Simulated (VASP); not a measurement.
Method: PBE GGA with D4 dispersion, VASP's PBE PAW potentials (set 64) (plane waves; VASP).

A VASP calculation is set up with these files.

POSCAR:
```
WC
1.0
  1.4816734937  -2.5663338475   0.0000000000
  1.4816734937   2.5663338475   0.0000000000
  0.0000000000   0.0000000000   2.8901114932
W C
1 1
Cart
  0.0000000000   0.0000000000   2.8901114932
  1.4816734937   0.8554463267   1.4450557466
```

INCAR:
```
! general
SYSTEM =WC
PREC   =Accurate
ENCUT  =520
LREAL  =.FALSE.
LASPH  =.TRUE.

! electronic loop
EDIFF  =1E-7
NELM   =100
ALGO   =Normal
LMAXMIX=6

! smearing
ISMEAR =1
SIGMA  =0.1

! functional
GGA    =PE
IVDW   =13

! ions
IBRION =2
NSW    =30
ISIF   =4
EDIFFG =-0.01

! output
LWAVE  =.FALSE.
LCHARG =.FALSE.
```

File KPOINTS:
```
K-points
0
Gamma
14 14 13
0 0 0
```

POTCAR, in this order: W_sv C (PBE.64 set). Program: vasp_std.

Unless said otherwise, spin-orbit coupling is left out, though it shifts the bands of the heavy elements here.

**Question.** What does the run give for the energy per atom (σ→0), dispersion energy, band gap (on the k-mesh)?

**Answer.** 
```json
{
 "energy per atom (σ→0)": "-11.667 eV/atom",
 "dispersion_energy": "-0.924 eV",
 "band gap (on the k-mesh)": "none (metal, semimetal or under 0.01 eV)"
}
```

File OSZICAR:
```
...
       N       E                     dE             d eps       ncg     rms          rms(c)
DAV:   1    -0.224115762449E+02   -0.23083E-02   -0.63342E-02  4373   0.301E+00    0.210E-01
DAV:   2    -0.224103036103E+02    0.12726E-02   -0.26643E-03  4653   0.509E-01    0.113E-01
DAV:   3    -0.224098266670E+02    0.47694E-03   -0.10037E-03  4728   0.287E-01    0.347E-02
DAV:   4    -0.224098233581E+02    0.33089E-05   -0.41261E-05  4818   0.631E-02    0.152E-02
DAV:   5    -0.224098228416E+02    0.51647E-06   -0.39179E-06  4718   0.189E-02    0.353E-03
DAV:   6    -0.224098227733E+02    0.68322E-07   -0.55370E-07  4858   0.718E-03
   3 F= -.23333948E+02 E0= -.23334005E+02  d E =-.388538E-03
```

The compound is WC in the wc structure. This cell is one point of a volume scan, at 1.06 of the reference volume. Symmetry was kept, so distortions that lower it aren't found.
